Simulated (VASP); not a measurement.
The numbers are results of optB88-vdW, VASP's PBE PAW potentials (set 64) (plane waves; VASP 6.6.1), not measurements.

The input files of a VASP run:

File KPOINTS:
```
Automatic mesh
0
Gamma
9 9 9
0 0 0
```

### POSCAR
```
Ni3Al
1
    3.6279773096     0.0000000000     0.0000000000
    0.0000000000     3.6279773096     0.0000000000
    0.0000000000     0.0000000000     3.6279773096
Al Ni
1 3
Direct
  0.0000000000   0.0000000000   0.0000000000
  0.0000000000   0.5000000000   0.5000000000
  0.5000000000   0.0000000000   0.5000000000
  0.5000000000   0.5000000000   0.0000000000
```

INCAR:
```
SYSTEM = Ni3Al
PREC = Accurate
ENCUT = 520
EDIFF = 1E-7
NELM = 100
ALGO = Normal
LREAL = .FALSE.
LASPH = .TRUE.
ISMEAR = 1
SIGMA = 0.1
GGA = BO
PARAM1 = 0.1833333333
PARAM2 = 0.22
LUSE_VDW = .TRUE.
AGGAC = 0.0
LMAXMIX = 4
LWAVE = .FALSE.
LCHARG = .FALSE.
ISIF = 2
```

POTCAR, in this order: Al Ni (PBE.64 set). Program: vasp_std.

The run wrote:

### OSZICAR
```
       N       E                     dE             d eps       ncg     rms          rms(c)
DAV:   1     0.201114692677E+03    0.20111E+03   -0.14614E+04  1400   0.207E+03
DAV:   2    -0.443177273399E+01   -0.20555E+03   -0.19900E+03  1400   0.367E+02
DAV:   3    -0.149904625334E+02   -0.10559E+02   -0.96431E+01  1488   0.110E+02
DAV:   4    -0.152505612685E+02   -0.26010E+00   -0.25665E+00  1584   0.158E+01
DAV:   5    -0.152592048377E+02   -0.86436E-02   -0.86416E-02  1656   0.273E+00    0.173E+01
DAV:   6    -0.168774460349E+02   -0.16182E+01   -0.64568E+01  1572   0.130E+02    0.202E+01
DAV:   7    -0.119378975640E+02    0.49395E+01   -0.19227E+01  1572   0.713E+01    0.195E+00
DAV:   8    -0.119334543657E+02    0.44432E-02   -0.46364E-01  1528   0.544E+00    0.133E+00
DAV:   9    -0.119124842556E+02    0.20970E-01   -0.47121E-02  1852   0.314E+00    0.196E-01
DAV:  10    -0.119117982235E+02    0.68603E-03   -0.15305E-03  1540   0.464E-01    0.116E-01
DAV:  11    -0.119117237514E+02    0.74472E-04   -0.41879E-04  1828   0.277E-01    0.462E-02
DAV:  12    -0.119117197932E+02    0.39581E-05   -0.43337E-05  1584   0.960E-02    0.745E-03
DAV:  13    -0.119117185977E+02    0.11955E-05   -0.68506E-06  1600   0.215E-02    0.445E-03
DAV:  14    -0.119117188250E+02   -0.22732E-06   -0.36511E-07  1368   0.637E-03    0.285E-03
DAV:  15    -0.119117184769E+02    0.34814E-06   -0.17033E-07   984   0.537E-03    0.554E-04
DAV:  16    -0.119117184551E+02    0.21820E-07   -0.34586E-08   804   0.276E-03
   1 F= -.11911718E+02 E0= -.11911487E+02  d E =-.693125E-03
```

OUTCAR:
```
------------------------ aborting loop because EDIFF is reached ----------------------------------------
  FORCE on cell =-STRESS in cart. coord.  units (eV):
  Direction    XX          YY          ZZ          XY          YZ          ZX
  --------------------------------------------------------------------------------------
  Total       -2.7681418     -2.7681418     -2.7681418      0.0000000      0.0000000     -0.0000000
  in kB      -92.8763697    -92.8763697    -92.8763697      0.0000000      0.0000000     -0.0000000
  external PRESSURE =     -92.8763697 kB  Pullay stress =       0.0000000 kB
  volume of cell :       47.75
      direct lattice vectors                 reciprocal lattice vectors
     3.627977310  0.000000000  0.000000000     0.275635682  0.000000000  0.000000000
     0.000000000  3.627977310  0.000000000     0.000000000  0.275635682  0.000000000
     0.000000000  0.000000000  3.627977310     0.000000000  0.000000000  0.275635682
 POSITION                                       TOTAL-FORCE (eV/Angst)
 -----------------------------------------------------------------------------------
      0.00000      0.00000      0.00000         0.000000      0.000000      0.000000
      0.00000      1.81399      1.81399         0.000000      0.000000      0.000000
      1.81399      0.00000      1.81399         0.000000      0.000000      0.000000
      1.81399      1.81399      0.00000         0.000000      0.000000      0.000000
 -----------------------------------------------------------------------------------
    total drift:                                0.000000      0.000000      0.000000
  FREE ENERGIE OF THE ION-ELECTRON SYSTEM (eV)
  ---------------------------------------------------
  free  energy   TOTEN  =       -11.9117184551 eV

  energy  without entropy=      -11.9110253297  energy(sigma->0) =      -11.91148741
```
(Selected blocks of OUTCAR.)

The compound is Ni3Al in the L1_2 structure. This cell is one point of a volume scan, at 1.06 of the reference volume. The run is not spin-polarised, so no magnetic state was tried. The electron count is odd and the run is not spin-polarised, which forces a metal.
